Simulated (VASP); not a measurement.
# RhPb: structure and properties in VASP, part 6 of 7

Wanted: the relaxed cell of RhPb and its properties. The start is a cell from a database of measured crystal structures.

VASP 6.6.1; AM05; plane waves and PAW (Rh_pv, Pb_d).

Still holding for the runs below: This run has no spin polarisation. Its electron count is odd, so without a moment it is a metal by construction. The k-mesh is coarse for a metal.

So far. Step 8 (Volume scan with AM05 (run 2)): The pressure falls from 9.42 to 5.87 GPa. Step 8 (Volume scan with AM05 (run 2)): The run ends at a pressure of 5.87 GPa.

## Step 9: Volume scan with AM05 (run 3)

File INCAR:

```
SYSTEM = RhPb
PREC = Accurate
ENCUT = 400
EDIFF = 1E-06
NELM = 100
ISMEAR = 1
SIGMA = 0.2
LREAL = .FALSE.
ALGO = Normal
GGA = AM
NBANDS = 53
LASPH = .TRUE.
LORBIT = 11
LWAVE = .FALSE.
LCHARG = .FALSE.
KPAR = 4
ISIF = 2
```

File POSCAR:

```
RhPb
1.0
    5.6093234394      0.0000000000      0.0000000000
   -2.8046617197      4.8578165966      0.0000000000
    0.0000000000      0.0000000000      4.4123934764
Rh Pb
3 3
Direct
    0.5000000000      0.0000000000      0.0000000000
    0.5000000000      0.5000000000      0.0000000000
    0.0000000000      0.5000000000      0.0000000000
    0.3333333333      0.6666666667      0.5000000000
    0.6666666667      0.3333333333      0.5000000000
    0.0000000000      0.0000000000      0.0000000000
```

File KPOINTS:

```
Automatic mesh
0
Gamma
4 4 5
0 0 0
```

The projector-augmented-wave data sets are Rh_pv and Pb_d (PBE family, release 64).

Run with:

```sh
mpirun -np 4 vasp_std
```

The log of the run:

```text
[... set-up lines as in an earlier step ...]
 entering main loop
       N       E                     dE             d eps       ncg     rms          rms(c)
DAV:   1     0.114846296531E+04    0.11485E+04   -0.40341E+04  1336   0.176E+03
DAV:   2     0.855741463694E+02   -0.10629E+04   -0.10348E+04  1335   0.570E+02
DAV:   3    -0.304973769866E+02   -0.11607E+03   -0.11148E+03  1421   0.214E+02
DAV:   4    -0.360610357082E+02   -0.55637E+01   -0.54925E+01  1579   0.480E+01
[...]
DAV:  12    -0.349598809797E+02   -0.65358E-05   -0.24806E-05  1476   0.460E-02    0.650E-03
DAV:  13    -0.349598828291E+02   -0.18494E-05   -0.56728E-06  1123   0.163E-02    0.188E-03
DAV:  14    -0.349598829131E+02   -0.83974E-07   -0.52710E-07   951   0.824E-03
   1 F= -.34959883E+02 E0= -.34960012E+02  d E =0.388717E-03
```

Run time: 33 s. Hardware: 4 MPI ranks of AMD EPYC 7R43, shared host; peak memory 0.8 GiB; 2.1 min of CPU time.

Parts of OUTCAR (step 9):

```text
  Total        2.0500747      2.0500747      2.0752580     -0.0000000      0.0000000      0.0000000
  in kB       27.3183482     27.3183482     27.6539293     -0.0000000      0.0000000      0.0000000
  external PRESSURE =      27.4302086 kB  Pullay stress =       0.0000000 kB

 POSITION                                       TOTAL-FORCE (eV/Angst)
 -----------------------------------------------------------------------------------
      2.80466      0.00000      0.00000         0.000000      0.000000      0.000000
      1.40233      2.42891      0.00000         0.000000      0.000000      0.000000
     -1.40233      2.42891      0.00000         0.000000      0.000000      0.000000
     -0.00000      3.23854      2.20620        -0.000000      0.000000      0.000000
      2.80466      1.61927      2.20620        -0.000000     -0.000000      0.000000
      0.00000      0.00000      0.00000         0.000000      0.000000      0.000000
 -----------------------------------------------------------------------------------
    total drift:                               -0.000000      0.000000     -0.000000

  FREE ENERGIE OF THE ION-ELECTRON SYSTEM (eV)
  ---------------------------------------------------
  free  energy   TOTEN  =       -34.9598829131 eV

  energy  without entropy=      -34.9602716300  energy(sigma->0) =      -34.96001249

[... 1 part as in an earlier step ...]

[... 2 further parts left out ...]
[key lines of the parts left out:]
E-fermi :   9.4814
```

The pressure falls from 5.87 to 2.74 GPa.

The run ends at a pressure of 2.74 GPa.

## Step 10: Volume scan with AM05 (run 4)

INCAR is that of step 9.

Changes to POSCAR since step 9:

```diff
@@ -2,5 +2,5 @@
 1.0
-    5.6093234394      0.0000000000      0.0000000000
-   -2.8046617197      4.8578165966      0.0000000000
-    0.0000000000      0.0000000000      4.4123934764
+    5.6472254232      0.0000000000      0.0000000000
+   -2.8236127116      4.8906406774      0.0000000000
+    0.0000000000      0.0000000000      4.4422078502
 Rh Pb
```

KPOINTS is that of step 9.

Run with:

```sh
mpirun -np 4 vasp_std
```

The log of the run:

```text
[... set-up lines as in an earlier step ...]
 entering main loop
       N       E                     dE             d eps       ncg     rms          rms(c)
DAV:   1     0.113339948987E+04    0.11334E+04   -0.40503E+04  1368   0.176E+03
DAV:   2     0.825198790603E+02   -0.10509E+04   -0.10242E+04  1308   0.564E+02
DAV:   3    -0.306916157668E+02   -0.11321E+03   -0.10792E+03  1448   0.211E+02
DAV:   4    -0.360774787897E+02   -0.53859E+01   -0.53360E+01  1566   0.475E+01
[...]
DAV:  12    -0.349882387791E+02   -0.11949E-04   -0.31012E-05  1407   0.576E-02    0.697E-03
DAV:  13    -0.349882412778E+02   -0.24988E-05   -0.62354E-06  1147   0.158E-02    0.220E-03
DAV:  14    -0.349882413952E+02   -0.11738E-06   -0.99100E-07  1041   0.117E-02
   1 F= -.34988241E+02 E0= -.34988202E+02  d E =-.119233E-03
```

Run time: 46 s. Hardware: 4 MPI ranks; peak memory 0.79 GiB.

Parts of OUTCAR (step 10):

```text
  Total       -0.0229599     -0.0229599      0.0013353     -0.0000000      0.0000000      0.0000000
  in kB       -0.2998339     -0.2998339      0.0174374     -0.0000000      0.0000000      0.0000000
  external PRESSURE =      -0.1940768 kB  Pullay stress =       0.0000000 kB

 POSITION                                       TOTAL-FORCE (eV/Angst)
 -----------------------------------------------------------------------------------
      2.82361      0.00000      0.00000        -0.000000      0.000000      0.000000
      1.41181      2.44532      0.00000        -0.000000      0.000000      0.000000
     -1.41181      2.44532      0.00000        -0.000000      0.000000      0.000000
     -0.00000      3.26043      2.22110        -0.000000      0.000000      0.000000
      2.82361      1.63021      2.22110         0.000000     -0.000000     -0.000000
      0.00000      0.00000      0.00000        -0.000000      0.000000      0.000000
 -----------------------------------------------------------------------------------
    total drift:                               -0.000000      0.000000     -0.000000

  FREE ENERGIE OF THE ION-ELECTRON SYSTEM (eV)
  ---------------------------------------------------
  free  energy   TOTEN  =       -34.9882413952 eV

  energy  without entropy=      -34.9881221625  energy(sigma->0) =      -34.98820165

[... 2 parts as in an earlier step ...]

[... 1 further part left out ...]
[key lines of the parts left out:]
E-fermi :   9.1888
```

The pressure falls from 2.74 to -0.02 GPa.

The run ends at a pressure of -0.02 GPa.

## Step 11: Volume scan with AM05 (run 5)

INCAR is that of step 10.

Changes to POSCAR since step 10:

```diff
@@ -2,5 +2,5 @@
 1.0
-    5.6472254232      0.0000000000      0.0000000000
-   -2.8236127116      4.8906406774      0.0000000000
-    0.0000000000      0.0000000000      4.4422078502
+    5.6846253570      0.0000000000      0.0000000000
+   -2.8423126785      4.9230299702      0.0000000000
+    0.0000000000      0.0000000000      4.4716273026
 Rh Pb
```

KPOINTS is that of step 10.

Run with:

```sh
mpirun -np 4 vasp_std
```

The log of the run:

```text
[... set-up lines as in an earlier step ...]
 entering main loop
       N       E                     dE             d eps       ncg     rms          rms(c)
DAV:   1     0.111639126500E+04    0.11164E+04   -0.40469E+04  1336   0.173E+03
DAV:   2     0.803533302143E+02   -0.10360E+04   -0.10088E+04  1326   0.558E+02
DAV:   3    -0.304055675187E+02   -0.11076E+03   -0.10513E+03  1421   0.207E+02
DAV:   4    -0.360296313548E+02   -0.56241E+01   -0.55646E+01  1563   0.476E+01
[...]
DAV:  12    -0.349764362629E+02   -0.16566E-04   -0.38887E-05  1429   0.666E-02    0.819E-03
DAV:  13    -0.349764399218E+02   -0.36589E-05   -0.96128E-06  1208   0.176E-02    0.215E-03
DAV:  14    -0.349764400307E+02   -0.10886E-06   -0.10247E-06  1057   0.111E-02
   1 F= -.34976440E+02 E0= -.34976230E+02  d E =-.630323E-03
```

Elapsed: 48 s, on 4 MPI ranks; peak memory 0.8 GiB.

Parts of OUTCAR (step 11):

```text
  Total       -1.9175680     -1.9175680     -1.9137871     -0.0000000     -0.0000000      0.0000000
  in kB      -24.5505609    -24.5505609    -24.5021546     -0.0000000     -0.0000000      0.0000000
  external PRESSURE =     -24.5344255 kB  Pullay stress =       0.0000000 kB

 POSITION                                       TOTAL-FORCE (eV/Angst)
 -----------------------------------------------------------------------------------
      2.84231      0.00000      0.00000         0.000000      0.000000      0.000000
      1.42116      2.46151      0.00000         0.000000      0.000000      0.000000
     -1.42116      2.46151      0.00000         0.000000      0.000000      0.000000
     -0.00000      3.28202      2.23581        -0.000000     -0.000000     -0.000000
      2.84231      1.64101      2.23581         0.000000      0.000000      0.000000
      0.00000      0.00000      0.00000         0.000000      0.000000      0.000000
 -----------------------------------------------------------------------------------
    total drift:                               -0.000000      0.000000     -0.000000

  FREE ENERGIE OF THE ION-ELECTRON SYSTEM (eV)
  ---------------------------------------------------
  free  energy   TOTEN  =       -34.9764400307 eV

  energy  without entropy=      -34.9758097073  energy(sigma->0) =      -34.97622992

[... 1 part as in an earlier step ...]

[... 2 further parts left out ...]
[key lines of the parts left out:]
E-fermi :   8.9083
```

The pressure falls from -0.02 to -2.45 GPa.

The run ends at a pressure of -2.45 GPa.

## Step 12: Volume scan with AM05 (run 6)

INCAR is that of step 11.

Changes to POSCAR since step 11:

```diff
@@ -2,5 +2,5 @@
 1.0
-    5.6846253570      0.0000000000      0.0000000000
-   -2.8423126785      4.9230299702      0.0000000000
-    0.0000000000      0.0000000000      4.4716273026
+    5.7215395430      0.0000000000      0.0000000000
+   -2.8607697715      4.9549985930      0.0000000000
+    0.0000000000      0.0000000000      4.5006646572
 Rh Pb
```

KPOINTS is that of step 11.

Run with:

```sh
mpirun -np 4 vasp_std
```

The log of the run:

```text
[... set-up lines as in an earlier step ...]
 entering main loop
       N       E                     dE             d eps       ncg     rms          rms(c)
DAV:   1     0.111763520113E+04    0.11176E+04   -0.40433E+04  1344   0.174E+03
DAV:   2     0.764914561222E+02   -0.10411E+04   -0.10135E+04  1332   0.558E+02
DAV:   3    -0.308140638755E+02   -0.10731E+03   -0.10183E+03  1434   0.207E+02
DAV:   4    -0.360006783079E+02   -0.51866E+01   -0.51441E+01  1595   0.460E+01
[...]
DAV:  12    -0.349304871844E+02   -0.20601E-04   -0.46529E-05  1458   0.741E-02    0.846E-03
DAV:  13    -0.349304915092E+02   -0.43248E-05   -0.12109E-05  1222   0.201E-02    0.221E-03
DAV:  14    -0.349304917064E+02   -0.19723E-06   -0.13327E-06  1084   0.123E-02
   1 F= -.34930492E+02 E0= -.34930113E+02  d E =-.113643E-02
```

Wall time 45 s (4 MPI ranks); peak memory 0.79 GiB.

From OUTCAR (step 12):

```text
  Total       -3.6493074     -3.6493074     -3.6554481      0.0000000     -0.0000000      0.0000000
  in kB      -45.8234660    -45.8234660    -45.9005727      0.0000000     -0.0000000      0.0000000
  external PRESSURE =     -45.8491683 kB  Pullay stress =       0.0000000 kB

 POSITION                                       TOTAL-FORCE (eV/Angst)
 -----------------------------------------------------------------------------------
      2.86077      0.00000      0.00000         0.000000     -0.000000     -0.000000
      1.43038      2.47750      0.00000        -0.000000     -0.000000     -0.000000
     -1.43038      2.47750      0.00000         0.000000     -0.000000     -0.000000
     -0.00000      3.30333      2.25033        -0.000000      0.000000     -0.000000
      2.86077      1.65167      2.25033         0.000000      0.000000      0.000000
      0.00000      0.00000      0.00000         0.000000     -0.000000     -0.000000
 -----------------------------------------------------------------------------------
    total drift:                               -0.000000      0.000000     -0.000000

  FREE ENERGIE OF THE ION-ELECTRON SYSTEM (eV)
  ---------------------------------------------------
  free  energy   TOTEN  =       -34.9304917064 eV

  energy  without entropy=      -34.9293552735  energy(sigma->0) =      -34.93011290

[... 1 part as in an earlier step ...]

[... 2 further parts left out ...]
[key lines of the parts left out:]
E-fermi :   8.6398
```

The pressure falls from -2.45 to -4.58 GPa.

The run ends at a pressure of -4.58 GPa.

## Step 13: Volume scan with AM05 (run 7)

A prediction first. A parabola through the 6 pressures of evenly scaled cells so far, P = -0.03 -130.2 t +363 t² GPa with t = ln(V/V₁) and V₁ the volume at scale 1, gives -6.38 GPa at t = +0.0583.

INCAR is that of step 12.

Changes to POSCAR since step 12:

```diff
@@ -2,5 +2,5 @@
 1.0
-    5.7215395430      0.0000000000      0.0000000000
-   -2.8607697715      4.9549985930      0.0000000000
-    0.0000000000      0.0000000000      4.5006646572
+    5.7579834526      0.0000000000      0.0000000000
+   -2.8789917263      4.9865599445      0.0000000000
+    0.0000000000      0.0000000000      4.5293320839
 Rh Pb
```

KPOINTS is that of step 12.

Run with:

```sh
mpirun -np 4 vasp_std
```

The log of the run:

```text
[... set-up lines as in an earlier step ...]
 entering main loop
       N       E                     dE             d eps       ncg     rms          rms(c)
DAV:   1     0.111444972976E+04    0.11144E+04   -0.40274E+04  1344   0.171E+03
DAV:   2     0.811050987028E+02   -0.10333E+04   -0.10051E+04  1329   0.554E+02
DAV:   3    -0.302837082211E+02   -0.11139E+03   -0.10564E+03  1399   0.208E+02
DAV:   4    -0.358550029955E+02   -0.55713E+01   -0.54922E+01  1539   0.472E+01
[...]
DAV:  12    -0.348527037264E+02   -0.24710E-04   -0.56785E-05  1468   0.770E-02    0.911E-03
DAV:  13    -0.348527095373E+02   -0.58109E-05   -0.15347E-05  1204   0.200E-02    0.236E-03
DAV:  14    -0.348527096742E+02   -0.13687E-06   -0.13869E-06  1092   0.135E-02
   1 F= -.34852710E+02 E0= -.34852165E+02  d E =-.163276E-02
```

Wall time 40 s (4 MPI ranks); peak memory 0.8 GiB.

From OUTCAR (step 13):

```text
  Total       -5.2436184     -5.2436184     -5.2591387      0.0000000      0.0000000      0.0000000
  in kB      -64.6005244    -64.6005244    -64.7917320      0.0000000      0.0000000      0.0000000
  external PRESSURE =     -64.6642603 kB  Pullay stress =       0.0000000 kB

 POSITION                                       TOTAL-FORCE (eV/Angst)
 -----------------------------------------------------------------------------------
      2.87899      0.00000      0.00000        -0.000000      0.000000      0.000000
      1.43950      2.49328      0.00000        -0.000000      0.000000      0.000000
     -1.43950      2.49328      0.00000        -0.000000      0.000000      0.000000
     -0.00000      3.32437      2.26467        -0.000000     -0.000000      0.000000
      2.87899      1.66219      2.26467         0.000000      0.000000     -0.000000
      0.00000      0.00000      0.00000        -0.000000      0.000000      0.000000
 -----------------------------------------------------------------------------------
    total drift:                               -0.000000      0.000000     -0.000000

  FREE ENERGIE OF THE ION-ELECTRON SYSTEM (eV)
  ---------------------------------------------------
  free  energy   TOTEN  =       -34.8527096742 eV

  energy  without entropy=      -34.8510769181  energy(sigma->0) =      -34.85216542

[... 1 part as in an earlier step ...]

[... 2 further parts left out ...]
[key lines of the parts left out:]
E-fermi :   8.3828
```

The pressure falls from -4.58 to -6.47 GPa. The parabola predicted -6.38 GPa, +0.08 GPa off.

## Step 14: Side by side

Times are for 4 MPI ranks of AMD EPYC 7R43, shared host. The series side by side:

```csv
no.,volume scale,energy above the lowest point (meV/atom),pressure (GPa),time,memory (GiB)
1,0.94,37.87,9.423,27 s,0.7
2,0.96,17.01,5.874,37 s,0.72
3,0.98,4.7,2.743,33 s,0.8
4,1,0,-0.01941,46 s,0.79
5,1.02,2,-2.453,48 s,0.8
6,1.04,9.68,-4.585,45 s,0.79
7,1.06,22.67,-6.466,40 s,0.8
```

## Step 15: Fit for AM05

This step: Birch-Murnaghan fit, AM05; plane waves and PAW (VASP 6.6.1).

No new run; the numbers come from the runs before.

This step gave:

* pressure derivative of the bulk modulus: 5.442
* r.m.s. error of the fit: 2.93e-5 eV/atom
* minimum inside the sampled range: yes
* bulk modulus: 127.5 GPa
* equilibrium volume of the fit: 20.53 Å³/atom

Energy above the fitted minimum against volume:

| volume (Å³/atom) | energy above the fitted minimum (eV/atom) |
| --- | --- |
| 19.221 | 0.0380 |
| 19.630 | 0.0171 |
| 20.039 | 0.00481 |
| 20.448 | 1.1e-4 |
| 20.857 | 0.00211 |
| 21.266 | 0.00979 |
| 21.675 | 0.0228 |

The fitted volume lies +0.38 % from the relaxed one. At a finite cutoff and mesh the minimum of the energy and the zero of the stress don't quite coincide, and the relaxation stops at a threshold.

[end of part 6 of 7]

[Lines on the potential files, build, host, timing and source positions are cut from VASP's logs without a mark.]

[Logs are printed without paths, hosts, clocks, repeated set-up lines and the standing remarks that a program may print on its own settings, such as how far it seeks lower states.]

[Hosts, paths, dates, database ids (printed as entryN), source tags and the programs' standing remarks are cut or masked in the printed files.]

[A measured line is paired with the nearest computed mode of its activity, which favours agreement.]
